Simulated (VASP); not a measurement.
All values below come from PBEsol GGA, VASP's PBE PAW potentials (set 64) (plane waves; VASP).

VASP input:

POSCAR:
```
Al4P3Sb
1
    0.0000000000     2.8146759254     2.8146759254
    2.8146759254     0.0000000000     2.8146759254
   11.3059937316    11.3059937316    -0.0472900303
Al Sb P
4 1 3
Direct
  0.0268960139   0.0268960139   0.9798279896
  0.9748878332   0.9748878332   0.2688341251
  0.9919362479   0.9919362479   0.5060478141
  0.0088407158   0.0088407158   0.7433694631
  0.2449794275   0.2449794275   0.0662654293
  0.2339950769   0.2339950769   0.3245036924
  0.2506979583   0.2506979583   0.5619765313
  0.2677667262   0.2677667262   0.7991749553
```

KPOINTS:
```
K-points
0
gamma
11 11 3
0 0 0
```

**INCAR**
```
# general
SYSTEM  = Al4P3Sb
PREC    = Accurate
ENCUT   = 400   # plane-wave cut-off (eV)
LREAL   = .FALSE.
LASPH   = .TRUE.   # aspherical one-centre terms

# electronic loop
EDIFF   = 1E-7
NELM    = 100   # most electronic steps
ALGO    = Normal
LMAXMIX = 4

# smearing
ISMEAR  = -5   # tetrahedra, Bloechl

# functional
GGA     = PS

# ions
ISIF    = 2   # forces and stress, cell fixed

# output
LWAVE   = .FALSE.
LCHARG  = .TRUE.
LORBIT  = 11   # lm-projected
NEDOS   = 601

# other
LEFG    = .TRUE.
```

POTCAR, in this order: Al Sb P (PBE.64 set). Program: vasp_std.

Output of the run:

OUTCAR:
```
 ion  position               nearest neighbor table
   1  0.027  0.027  0.980-   8 2.36   5 2.56   5 2.56   5 2.56
   2  0.975  0.975  0.269-   6 2.41   6 2.41   6 2.41   5 2.65
   3  0.992  0.992  0.506-   6 2.38   7 2.41   7 2.41   7 2.41
   4  0.009  0.009  0.743-   7 2.37   8 2.41   8 2.41   8 2.41
   5  0.245  0.245  0.066-   1 2.56   1 2.56   1 2.56   2 2.65
   6  0.234  0.234  0.325-   3 2.38   2 2.41   2 2.41   2 2.41
   7  0.251  0.251  0.562-   4 2.37   3 2.41   3 2.41   3 2.41
   8  0.268  0.268  0.799-   1 2.36   4 2.41   4 2.41   4 2.41
  LATTYP: Found a trigonal (rhomboedric) cell.
 ALAT       =    13.2826661186
 COS(alpha) =     0.9550958702
 Subroutine PRICEL returns:
 Original cell was already a primitive cell.
 Subroutine GETGRP returns: Found  6 space group operations
The static configuration has the point symmetry C_3v.
The dynamic configuration has the point symmetry C_3v.
 Subroutine INISYM returns: Found  6 space group operations
 Subroutine IBZKPT returns following result:
 Found    102 irreducible k-points:

 Following reciprocal coordinates:
            Coordinates               Weight
  0.000000  0.000000  0.000000      1.000000
  0.090909  0.000000 -0.000000      4.000000
  0.181818  0.000000  0.000000      4.000000
  0.272727  0.000000 -0.000000      4.000000
  0.363636  0.000000 -0.000000      4.000000
  0.454545  0.000000 -0.000000      4.000000
  0.090909  0.090909  0.000000      2.000000
  0.181818  0.090909  0.000000      4.000000
  0.272727  0.090909 -0.000000      4.000000
  0.363636  0.090909 -0.000000      4.000000
  0.454545  0.090909 -0.000000      4.000000
 -0.454545  0.090909 -0.000000      4.000000
 -0.363636  0.090909  0.000000      4.000000
 -0.272727  0.090909 -0.000000      4.000000
 -0.181818  0.090909 -0.000000      4.000000
 -0.090909  0.090909  0.000000      2.000000
  0.181818  0.181818  0.000000      2.000000
  0.272727  0.181818 -0.000000      4.000000
  0.363636  0.181818 -0.000000      4.000000
  0.454545  0.181818 -0.000000      4.000000
 -0.454545  0.181818  0.000000      4.000000
 -0.363636  0.181818 -0.000000      4.000000
 -0.272727  0.181818 -0.000000      4.000000
 -0.181818  0.181818  0.000000      2.000000
  0.272727  0.272727  0.000000      2.000000
  0.363636  0.272727 -0.000000      4.000000
  0.454545  0.272727 -0.000000      4.000000
 -0.454545  0.272727  0.000000      4.000000
 -0.363636  0.272727 -0.000000      4.000000
 -0.272727  0.272727  0.000000      2.000000
  0.363636  0.363636 -0.000000      2.000000
  0.454545  0.363636 -0.000000      4.000000
 -0.454545  0.363636  0.000000      4.000000
 -0.363636  0.363636  0.000000      2.000000
  0.454545  0.454545 -0.000000      2.000000
 -0.454545  0.454545  0.000000      2.000000
  0.000000  0.000000  0.333333      2.000000
  0.090909  0.000000  0.333333      4.000000
  0.181818  0.000000  0.333333      4.000000
  0.272727  0.000000  0.333333      4.000000
   k-points           NKPTS =    102   k-points in BZ     NKDIM =    102   number of bands    NBANDS=     21
   number of dos      NEDOS =    601   number of ions     NIONS =      8
   total plane-waves  NPLWV =  84672
   dimension x,y,z NGX =    28 NGY =   28 NGZ =  108
   dimension x,y,z NGXF=    56 NGYF=   56 NGZF=  216
   ions per type =               4   1   3
   PREC   = accura    normal or accurate (medium, high low for compatibility)
   ISTART =      0    job   : 0-new  1-cont  2-samecut
   ICHARG =      2    charge: 1-file 2-atom 10-const
   ISPIN  =      1    spin polarized calculation?
   LNONCOLLINEAR =      F non collinear calculations
   LSORBIT =      F    spin-orbit coupling
...
```

**OSZICAR**
```
       N       E                     dE             d eps       ncg     rms          rms(c)
DAV:   1     0.873911114951E+02    0.87391E+02   -0.98800E+03  4284   0.975E+02
DAV:   2    -0.347112787360E+02   -0.12210E+03   -0.11627E+03  5860   0.161E+02
DAV:   3    -0.424660649642E+02   -0.77548E+01   -0.76960E+01  5332   0.438E+01
DAV:   4    -0.426205895902E+02   -0.15452E+00   -0.15414E+00  5247   0.736E+00
DAV:   5    -0.426249009227E+02   -0.43113E-02   -0.43100E-02  5203   0.121E+00    0.820E+00
DAV:   6    -0.415662761775E+02    0.10586E+01   -0.18737E+00  5099   0.533E+00    0.514E+00
DAV:   7    -0.413658334648E+02    0.20044E+00   -0.88818E-01  5249   0.380E+00    0.175E+00
DAV:   8    -0.413550499934E+02    0.10783E-01   -0.82367E-02  5248   0.148E+00    0.293E-01
DAV:   9    -0.413555001828E+02   -0.45019E-03   -0.87145E-03  5117   0.514E-01    0.208E-01
DAV:  10    -0.413554342580E+02    0.65925E-04   -0.43488E-04  5329   0.111E-01    0.111E-01
DAV:  11    -0.413554735916E+02   -0.39334E-04   -0.26229E-04  5213   0.798E-02    0.707E-02
DAV:  12    -0.413554762944E+02   -0.27028E-05   -0.33002E-05  5224   0.316E-02    0.321E-02
DAV:  13    -0.413554891360E+02   -0.12842E-04   -0.20215E-05  5411   0.210E-02    0.947E-03
DAV:  14    -0.413554960861E+02   -0.69501E-05   -0.24893E-06  5657   0.888E-03    0.556E-03
DAV:  15    -0.413554985969E+02   -0.25108E-05   -0.67627E-07  5254   0.428E-03    0.429E-03
DAV:  16    -0.413554969949E+02    0.16020E-05   -0.15355E-07  3277   0.216E-03    0.608E-04
DAV:  17    -0.413554963546E+02    0.64032E-06   -0.60428E-08  2982   0.112E-03    0.598E-04
DAV:  18    -0.413554967083E+02   -0.35371E-06   -0.99060E-09  2837   0.630E-04    0.136E-04
DAV:  19    -0.413554968454E+02   -0.13709E-06   -0.31035E-09  2767   0.284E-04    0.104E-04
DAV:  20    -0.413554967120E+02    0.13342E-06   -0.13093E-09  2742   0.217E-04    0.182E-04
DAV:  21    -0.413554968006E+02   -0.88657E-07   -0.41707E-10  2732   0.136E-04
   1 F= -.41355497E+02 E0= -.41355497E+02  d E =0.000000E+00
```

### OUTCAR
```
------------------------ aborting loop because EDIFF is reached ----------------------------------------
  FORCE on cell =-STRESS in cart. coord.  units (eV):
  Direction    XX          YY          ZZ          XY          YZ          ZX
  --------------------------------------------------------------------------------------
  Total        0.0390700      0.0390700      0.0390700     -0.0335068      0.0335068      0.0335068
  in kB        0.3486996      0.3486996      0.3486996     -0.2990476      0.2990476      0.2990476
  external PRESSURE =       0.3486996 kB  Pullay stress =       0.0000000 kB
  volume of cell :      179.52
      direct lattice vectors                 reciprocal lattice vectors
     0.000000000  2.814675925  2.814675925    -0.177269608  0.178011080  0.177269608
     2.814675925  0.000000000  2.814675925     0.178011080 -0.177269608  0.177269608
    11.305993732 11.305993732 -0.047290030     0.044132034  0.044132034 -0.044132034
 POSITION                                       TOTAL-FORCE (eV/Angst)
 -----------------------------------------------------------------------------------
     11.15363     11.15363      0.10507         0.031860      0.031860     -0.031860
      5.78343      5.78343      5.47527        -0.019858     -0.019858      0.019858
      8.51335      8.51335      5.56003        -0.017212     -0.017212      0.017212
      8.42941      8.42941      0.01461         0.008901      0.008901     -0.008901
      1.43873      1.43873      1.37594        -0.015819     -0.015819      0.015819
      4.32746      4.32746      1.30189         0.007450      0.007450     -0.007450
      7.05934      7.05934      1.38469         0.009180      0.009180     -0.009180
      9.78914      9.78914      1.46956        -0.004502     -0.004502      0.004502
 -----------------------------------------------------------------------------------
    total drift:                               -0.000066     -0.000066      0.000062
  FREE ENERGIE OF THE ION-ELECTRON SYSTEM (eV)
  ---------------------------------------------------
  free  energy   TOTEN  =       -41.3554968006 eV

  energy  without entropy=      -41.3554968006  energy(sigma->0) =      -41.35549680

 total charge

# of ion       s       p       d       tot
------------------------------------------
    1        0.411   0.403   0.000   0.814
    2        0.396   0.358   0.000   0.753
    3        0.393   0.366   0.000   0.759
    4        0.393   0.365   0.000   0.758
    5        1.110   1.498   0.028   2.637
    6        1.011   1.546   0.000   2.557
    7        1.010   1.552   0.000   2.562
    8        1.010   1.549   0.000   2.559
--------------------------------------------------
tot          5.734   7.636   0.028  13.398

 Electric field gradients after diagonalization (V/A^2)
 (convention: |V_zz| > |V_xx| > |V_yy|)
----------------------------------------------------------------------
 ion       V_xx      V_yy      V_zz     asymmetry (V_yy - V_xx)/ V_zz
----------------------------------------------------------------------
   1       0.582     0.582    -1.165       0.000
   2      -2.295    -2.295     4.589       0.000
   3       1.439     1.439    -2.877       0.000
   4       1.325     1.325    -2.650       0.000
   5     -58.819   -58.819   117.639       0.000
   6       5.836     5.835   -11.670       0.000
   7       6.089     6.088   -12.177       0.000
   8       3.547     3.547    -7.094       0.000
```
(Selected blocks of OUTCAR.)

OUTCAR:
```
 val. band max:        5.9016483456   @ k =   0.0000   0.0000   0.0000

 cond. band min:       5.8620714290   @ k =   0.4545   0.4545  -0.0000


 Fermi energy:         5.8852679751

 k-point     1 :       0.0000    0.0000    0.0000
  band No.  band energies     occupation
      1      -6.9016      2.00000
      2      -6.3622      2.00000
      3      -5.8847      2.00000
      4      -4.9233      2.00000
      5      -0.9757      2.00000
      6       1.2054      2.00000
      7       1.3811      2.00000
      8       3.3684      2.00000
      9       3.3684      2.00000
     10       3.6300      2.00000
     11       3.6300      2.00000
     12       3.9409      2.00000
     13       3.9409      2.00000
     14       4.4732      2.00000
     15       5.9016      1.97714
     16       5.9016      1.87373
     17       6.5015      0.00000
     18       6.7853      0.00000
     19       6.9489      0.00000
     20       8.4946      0.00000
     21       8.6065      0.00000

 k-point     2 :       0.0909    0.0000   -0.0000
  band No.  band energies     occupation
      1      -6.8231      2.00000
      2      -6.3142      2.00000
      3      -5.7891      2.00000
      4      -4.8667      2.00000
      5      -0.8690      2.00000
      6       0.8586      2.00000
      7       1.7091      2.00000
      8       2.8653      2.00000
      9       3.1207      2.00000
     10       3.2194      2.00000
     11       3.4848      2.00000
     12       3.5151      2.00000
     13       3.8868      2.00000
     14       4.3362      2.00000
     15       5.1867      2.00334
     16       5.7297      2.01299
     17       6.9722      0.00000
     18       7.2217      0.00000
     19       7.3902      0.00000
     20       8.5530      0.00000
     21       8.6224      0.00000

 k-point     3 :       0.1818    0.0000    0.0000
  band No.  band energies     occupation
      1      -6.5966      2.00000
      2      -6.1539      2.00000
      3      -5.5480      2.00000
...
```

For a metal the tetrahedron method with Blöchl corrections gives inexact stress and forces. Unless said otherwise, spin-orbit coupling is left out, though it shifts the bands of the heavy elements here.

The structure was generated: Al4P3Sb was put into an ordered model structure (R3m), which need not be its known phase. It was relaxed first.
